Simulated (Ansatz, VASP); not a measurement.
# Cross-check of NaAsF6 between VASP and Ansatz, part 2 of 2

One calculation is typed for both programs; each brings its own data sets. How far apart do they land? The cell is taken from a series of runs on this material, whose earlier steps may have relaxed, scaled, displaced or heated it; both programs get it as it stands.

VASP 6.6.1 and Ansatz 0.2.0.

So far: Set-up; Ansatz: G0W0 gap, PBEsol; VASP: G0W0 gap, PBEsol.

### Step 3. VASP: G0W0 gap, PBEsol (continued)

Level of this step: G0W0 on PBEsol; plane waves and PAW (Na_sv_GW, As_GW, F_GW) (VASP).

Numbers of over 12 decimals in the logs are rounded to 6 here.

Parts of OUTCAR (step 3):

```text
ion  position               nearest neighbor table
   1  0.500  0.500  0.500-   5 2.28   8 2.28   7 2.28   4 2.28   3 2.28   6 2.28
   2  0.000  0.000  0.000-   4 1.74   7 1.74   5 1.74   8 1.74   3 1.74   6 1.74
   3  0.348  0.076  0.790-   2 1.74   1 2.28
   4  0.790  0.348  0.076-   2 1.74   1 2.28
   5  0.076  0.790  0.348-   2 1.74   1 2.28
   6  0.652  0.924  0.210-   2 1.74   1 2.28
   7  0.210  0.652  0.924-   2 1.74   1 2.28
   8  0.924  0.210  0.652-   2 1.74   1 2.28

  LATTYP: Found a trigonal (rhomboedric) cell.
 ALAT       =     5.5513225172
 COS(alpha) =     0.5785520084

 Subroutine GETGRP returns: Found  6 space group operations
 (whereof  6 operations were pure point group operations)

The static configuration has the point symmetry S_6 .

 Found      4 irreducible k-points:

   k-points           NKPTS =      4   k-points in BZ     NKDIM =      8   number of bands    NBANDS=     98

   dimension x,y,z NGX =    42 NGY =   42 NGZ =   42
   dimension x,y,z NGXF=    84 NGYF=   84 NGZF=   84

   ENCUT  =  520.0 eV  38.22 Ry    6.18 a.u.  10.32 10.32 10.32*2*pi/ulx,y,z

   NELECT =      56.0000    total number of electrons

  energy-cutoff  :      520.00
  volume of cell :      105.89
      direct lattice vectors                 reciprocal lattice vectors
     2.548317026  1.471271521  4.707294567     0.196207927  0.113280699  0.070812083
    -2.548317026  1.471271521  4.707294567    -0.196207927  0.113280699  0.070812083
     0.000000000 -2.942543042  4.707294567     0.000000000 -0.226561398  0.070812083

 k-points in reciprocal lattice and weights: Automatic mesh
   0.00000000  0.00000000  0.00000000       0.125
   0.50000000  0.00000000  0.00000000       0.375
   0.50000000  0.50000000  0.00000000       0.375
   0.50000000  0.50000000  0.50000000       0.125

 E-fermi :   0.1892

 QP shifts <psi_nk| G(iteration)W_0 |psi_nk>: iteration 1
 for sc-GW calculations column KS-energies equals QP-energies in previous step
 and V_xc(KS)=  KS-energies - (<T + V_ion + V_H > + <T+V_H+V_ion>^1  + <V_x>^1)
 k-point   1 :       0.0000    0.0000    0.0000
  band No.  KS-energies  QP-energies   sigma(KS)   V_xc(KS)     V^pw_x(r,r')   Z            occupation Imag(sigma)
    ...
     25      -3.1135      -5.4547     -25.5700     -22.6181     -30.8520       0.7931       2.0000       0.1820
     26      -2.9795      -5.4091     -25.3826     -22.3198     -30.6673       0.7933       2.0000       0.1784
     27      -2.7021      -5.0887     -25.8530     -22.8490     -31.2027       0.7945       2.0000       0.1764
     28      -2.7021      -5.0887     -25.8530     -22.8490     -31.2027       0.7945       2.0000       0.1764
     29       3.0021       5.9857     -13.2286     -16.7075     -11.4978       0.8576       0.0000      -0.0645
     30       7.9024      10.3076      -9.0729     -11.8412      -6.7200       0.8689       0.0000      -0.0905
     31       9.0724      12.2101     -10.3424     -13.9843      -7.6358       0.8616       0.0000      -0.1162
     32       9.6732      13.2588     -11.5434     -15.7430      -8.6946       0.8538       0.0000      -0.1390
    ...

 k-point   2 :       0.5000    0.0000    0.0000
  band No.  KS-energies  QP-energies   sigma(KS)   V_xc(KS)     V^pw_x(r,r')   Z            occupation Imag(sigma)
    ...
     25      -3.1971      -5.5463     -25.4209     -22.4557     -30.6909       0.7923       2.0000       0.1831
     26      -2.7244      -5.1128     -25.8111     -22.8006     -31.1504       0.7934       2.0000       0.1763
     27      -2.6821      -5.0642     -25.9068     -22.9099     -31.2480       0.7949       2.0000       0.1754
     28      -2.6464      -5.0245     -25.9027     -22.9128     -31.2476       0.7954       2.0000       0.1757
     29       3.8142       7.3368     -15.4033     -19.5663     -13.8497       0.8462       0.0000      -0.0671
     30       7.9488      10.4176      -9.7830     -12.6181      -7.4408       0.8708       0.0000      -0.0903
     31       9.3438      11.1412      -6.9222      -8.9616      -4.4762       0.8813       0.0000      -0.0893
     32       9.3555      12.6731     -10.8014     -14.6741      -8.0395       0.8567       0.0000      -0.1253
    ...

 k-point   3 :       0.5000    0.5000    0.0000
  band No.  KS-energies  QP-energies   sigma(KS)   V_xc(KS)     V^pw_x(r,r')   Z            occupation Imag(sigma)
    ...
     25      -3.2323      -5.6004     -25.4303     -22.4386     -30.7198       0.7916       2.0000       0.1842
     26      -2.7546      -5.1477     -25.7216     -22.7043     -31.0502       0.7931       2.0000       0.1766
     27      -2.7184      -5.1069     -25.7895     -22.7818     -31.1204       0.7941       2.0000       0.1759
     28      -2.6238      -4.9983     -25.9395     -22.9565     -31.2861       0.7960       2.0000       0.1752
     29       3.9128       7.5033     -15.5711     -19.8287     -14.0203       0.8433       0.0000      -0.0677
     30       8.4510      10.9381      -9.8161     -12.6822      -7.4557       0.8678       0.0000      -0.0952
     31       9.2000      12.4219     -10.9667     -14.7225      -8.2996       0.8578       0.0000      -0.1197
     32       9.4708      12.7788     -11.5334     -15.4103      -8.8844       0.8533       0.0000      -0.1257
    ...

 k-point   4 :       0.5000    0.5000    0.5000
  band No.  KS-energies  QP-energies   sigma(KS)   V_xc(KS)     V^pw_x(r,r')   Z            occupation Imag(sigma)
    ...
     25      -3.1610      -5.4864     -25.5169     -22.5846     -30.7573       0.7930       2.0000       0.1807
     26      -2.8878      -5.3077     -25.5729     -22.5228     -30.8779       0.7934       2.0000       0.1773
     27      -2.6716      -5.0547     -25.8816     -22.8844     -31.2290       0.7951       2.0000       0.1759
     28      -2.6716      -5.0547     -25.8816     -22.8844     -31.2290       0.7951       2.0000       0.1759
     29       3.7758       7.2648     -15.3279     -19.4433     -13.7619       0.8478       0.0000      -0.0671
     30       7.4448       9.7020      -9.2702     -11.8553      -6.9650       0.8731       0.0000      -0.0861
     31       9.4022      11.3841      -7.2442      -9.4952      -4.8051       0.8804       0.0000      -0.0879
     32       9.8166      13.5005     -12.0771     -16.4114      -9.2415       0.8500       0.0000      -0.1438
    ...
```

### Step 4. Side by side

Known differences besides the potentials themselves: fixed occupations in Ansatz, narrow Gaussian smearing in VASP; the data sets hold 66 valence electrons in Ansatz (on its default PAW (the set named soft_2) files) and 56 in VASP; the cutoff is 420 eV in Ansatz and 520 eV in VASP; Ansatz makes its cores anew for this functional, VASP keeps those of its PBE data sets; VASP leaves aspherical gradient terms in its spheres out (LASPH is not set), Ansatz keeps them; Ansatz integrates over frequency by contour deformation, VASP on a grid of NOMEGA points; Ansatz's G0W0 levels solve the quasiparticle equation, VASP's are linearised. Total energies have different zeros and are not compared.

The two programs side by side:

```tsv
quantity	Ansatz	VASP	difference
G0W0 gap on the mesh (eV)	10.93	10.98	-0.06
Kohn-Sham gap under it (eV)	5.68	5.63	+0.05
```

### Step 5. Outcome

* difference in G0W0 gap on the mesh (G0W0 gap, PBEsol): -0.055 eV

The difference in G0W0 gap on the mesh is -0.055 eV (G0W0 gap, PBEsol). The data sets hold unlike numbers of valence electrons (66 in Ansatz and 56 in VASP), so part of the differences comes from the potentials. How closely two codes agree says nothing of how well the functional describes the real material.

[Lines on the potential files, build, host, timing and source positions are cut from VASP's logs without a mark.]

[Logs are printed without paths, hosts, clocks, repeated set-up lines and the standing remarks that a program may print on its own settings, such as how far it seeks lower states.]

[Hosts, paths, dates, database ids (printed as entryN), source tags and the programs' standing remarks are cut or masked in the printed files.]
